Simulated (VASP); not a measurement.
Output of a VASP run:

**OSZICAR**
```
       N       E                     dE             d eps       ncg     rms          rms(c)
DAV:   1     0.880638402801E+02    0.88064E+02   -0.62085E+03   384   0.105E+03
DAV:   2    -0.365146409339E+00   -0.88429E+02   -0.83231E+02   468   0.235E+02
DAV:   3    -0.567708406402E+01   -0.53119E+01   -0.52882E+01   504   0.547E+01
DAV:   4    -0.589802924201E+01   -0.22095E+00   -0.22080E+00   712   0.107E+01
DAV:   5    -0.589878491565E+01   -0.75567E-03   -0.75566E-03   488   0.664E-01    0.306E+00
DAV:   6    -0.581863493832E+01    0.80150E-01   -0.11086E-01   464   0.243E+00    0.220E+00
DAV:   7    -0.581180326775E+01    0.68317E-02   -0.12271E-01   456   0.219E+00    0.870E-01
DAV:   8    -0.581580632439E+01   -0.40031E-02   -0.16009E-02   488   0.107E+00    0.229E-01
DAV:   9    -0.581570683165E+01    0.99493E-04   -0.56941E-04   492   0.162E-01    0.995E-02
DAV:  10    -0.581599836444E+01   -0.29153E-03   -0.47718E-04   460   0.131E-01    0.816E-02
DAV:  11    -0.581599771068E+01    0.65376E-06   -0.47362E-05   472   0.434E-02    0.141E-02
DAV:  12    -0.581599873405E+01   -0.10234E-05   -0.47387E-06   488   0.217E-02    0.137E-02
DAV:  13    -0.581599928330E+01   -0.54925E-06   -0.78423E-07   348   0.961E-03
   1 F= -.58159993E+01 E0= -.58159993E+01  d E =-.581600E+01
```

File OUTCAR:
```
------------------------ aborting loop because EDIFF is reached ----------------------------------------
  FORCE on cell =-STRESS in cart. coord.  units (eV):
  Direction    XX          YY          ZZ          XY          YZ          ZX
  --------------------------------------------------------------------------------------
  Total       -0.0118182     -0.0118182     -0.0118182     -0.0000000     -0.0000000      0.0000000
  in kB       -0.2189836     -0.2189836     -0.2189836     -0.0000000     -0.0000000      0.0000000
  external PRESSURE =      -0.2189836 kB  Pullay stress =       0.0000000 kB
  volume of cell :       86.47
      direct lattice vectors                 reciprocal lattice vectors
     0.000000000  3.509727851  3.509727851    -0.142461188  0.142461188  0.142461188
     3.509727851  0.000000000  3.509727851     0.142461188 -0.142461188  0.142461188
     3.509727851  3.509727851  0.000000000     0.142461188  0.142461188 -0.142461188
  FREE ENERGIE OF THE ION-ELECTRON SYSTEM (eV)
  ---------------------------------------------------
  free  energy   TOTEN  =        -5.8159992833 eV

  energy  without entropy=       -5.8159992833  energy(sigma->0) =       -5.81599928

 reached required accuracy - stopping structural energy minimisation
```
(Selected blocks of OUTCAR.)

**POSCAR**
```
KI
1
    0.0000000000     3.5097278509     3.5097278509
    3.5097278509    -0.0000000000     3.5097278509
    3.5097278509     3.5097278509    -0.0000000000
K I
1 1
Direct
  0.0000000000   0.0000000000   0.0000000000
  0.5000000000   0.5000000000   0.5000000000
```

Task: Write an INCAR and KPOINTS that could have produced this output.

Result: One answer among several that fit: the input of the run itself, PBEsol GGA, plane waves, VASP's PBE PAW potentials (set 64).

File KPOINTS:
```
Automatic mesh
0
Gamma
6 6 6
0 0 0
```

### INCAR
```
! general
SYSTEM  = KI
PREC    = Accurate
ENCUT   = 480
LREAL   = F
LASPH   = T

! electronic loop
EDIFF   = 1E-6
NELM    = 100
ALGO    = Normal
LMAXMIX = 4

! smearing
ISMEAR  = 0
SIGMA   = 0.05

! functional
GGA     = PS

! ions
IBRION  = 2
NSW     = 60
ISIF    = 3
EDIFFG  = -0.01

! output
LWAVE   = F
LCHARG  = F
```

POTCAR, in this order: K_sv I (PBE.64 set). Program: vasp_std.

The compound is KI in the rock salt structure. It was relaxed first. The start is the result of an earlier pass.
